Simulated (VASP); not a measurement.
Method: LDA (Ceperley-Alder, Perdew-Zunger), VASP's LDA PAW potentials (set 64) (plane waves; VASP 6.6.1).

VASP input:

INCAR:
```
LREAL = .FALSE.   ! projection in real space or not
LORBIT = 11   ! lm-projected
ENCUT = 400   ! plane-wave cut-off (eV)
LASPH = .TRUE.   ! aspherical one-centre terms
ISMEAR = 0   ! Gaussian
ALGO = Normal   ! blocked Davidson
SIGMA = 0.05   ! width (eV)
PREC = Accurate
LMAXMIX = 4
LWAVE = .FALSE.
SYSTEM = CdS
EDIFF = 1E-7
LCHARG = .FALSE.
ICHARG = 11   ! fixed density
NELM = 100
```

**POSCAR**
```
CdS
1
    2.0410082488    -3.5351298212    -0.0000000000
    2.0410082488     3.5351298212     0.0000000000
   -0.0000000000     0.0000000000     6.6311596822
Cd S
2 2
Direct
  0.6666670000   0.3333330000   0.5000153155
  0.3333330000   0.6666670000   0.0000153155
  0.6666670000   0.3333330000   0.8769846845
  0.3333330000   0.6666670000   0.3769846845
```

KPOINTS:
```
k-points along high-symmetry lines
10
Line-mode
Reciprocal
  0.000000   0.000000   0.000000 ! GAMMA
  0.000000   0.500000   0.000000 ! M

  0.000000   0.500000   0.000000 ! M
 -0.333333   0.666667   0.000000 ! K

 -0.333333   0.666667   0.000000 ! K
  0.000000   0.000000   0.000000 ! GAMMA

  0.000000   0.000000   0.000000 ! GAMMA
  0.000000   0.000000   0.500000 ! A

  0.000000   0.000000   0.500000 ! A
  0.000000   0.500000   0.500000 ! L

  0.000000   0.500000   0.500000 ! L
 -0.333333   0.666667   0.500000 ! H

 -0.333333   0.666667   0.500000 ! H
  0.000000   0.000000   0.500000 ! A

  0.000000   0.500000   0.500000 ! L
  0.000000   0.500000   0.000000 ! M

 -0.333333   0.666667   0.500000 ! H
 -0.333333   0.666667   0.000000 ! K
```

POTCAR, in this order: Cd S (LDA.64 set). Program: vasp_std. Read from the step before: CHGCAR.

Output

**OSZICAR**
```
       N       E                     dE             d eps       ncg     rms          rms(c)
DAV:   1     0.216234438777E+03    0.21623E+03   -0.15745E+04  3984   0.124E+03
DAV:   2    -0.295942882899E+01   -0.21919E+03   -0.21475E+03  4452   0.338E+02
DAV:   3    -0.139335809195E+02   -0.10974E+02   -0.10880E+02  4662   0.768E+01
DAV:   4    -0.140536808392E+02   -0.12010E+00   -0.12001E+00  4610   0.747E+00
DAV:   5    -0.140556743677E+02   -0.19935E-02   -0.19933E-02  4792   0.911E-01
DAV:   6    -0.140557298551E+02   -0.55487E-04   -0.55477E-04  4670   0.140E-01
DAV:   7    -0.140557317094E+02   -0.18543E-05   -0.18542E-05  4780   0.229E-02
DAV:   8    -0.140557317890E+02   -0.79620E-07   -0.79580E-07  4656   0.413E-03
   1 F= -.14055732E+02 E0= -.14055732E+02  d E =-.683626E-11
```

### OUTCAR
```
 val. band max:        1.4502235025   @ k =  -0.0000   0.0000   0.0000

 cond. band min:       2.5036716536   @ k =  -0.0000   0.0000   0.0000



 k-point     1 :       0.0000    0.0000    0.0000
  band No.  band energies     occupation
      1     -11.1417      2.00000
      2     -10.6546      2.00000
      3      -6.4472      2.00000
      4      -6.4409      2.00000
      5      -6.4409      2.00000
      6      -6.3484      2.00000
      7      -6.3483      2.00000
      8      -5.9744      2.00000
      9      -5.9744      2.00000
     10      -5.8673      2.00000
     11      -5.8673      2.00000
     12      -5.4878      2.00000
     13      -3.2729      2.00000
     14       0.6158      2.00000
     15       0.6159      2.00000
     16       1.4003      2.00000
     17       1.4502      2.00000
     18       1.4502      2.00000
     19       2.5037      0.00000
     20       4.0554      0.00000
     21       7.7256      0.00000
     22       7.7260      0.00000

 k-point     2 :       0.0000    0.0556    0.0000
  band No.  band energies     occupation
      1     -11.1291      2.00000
      2     -10.6489      2.00000
      3      -6.4456      2.00000
      4      -6.4356      2.00000
      5      -6.4306      2.00000
      6      -6.3431      2.00000
      7      -6.3411      2.00000
      8      -5.9773      2.00000
      9      -5.9747      2.00000
     10      -5.8740      2.00000
     11      -5.8660      2.00000
     12      -5.4783      2.00000
     13      -3.2489      2.00000
     14       0.4597      2.00000
     15       0.5707      2.00000
     16       1.1846      2.00000
     17       1.3768      2.00000
     18       1.4253      2.00000
     19       2.7594      0.00000
     20       4.2053      0.00000
     21       7.5884      0.00000
     22       7.7800      0.00000

 k-point     3 :       0.0000    0.1111    0.0000
  band No.  band energies     occupation
      1     -11.0923      2.00000
      2     -10.6328      2.00000
...
```

The density is held fixed in this step, so its total energy and stress have no physical meaning.

The compound is CdS in the wurtzite structure. It was relaxed first.
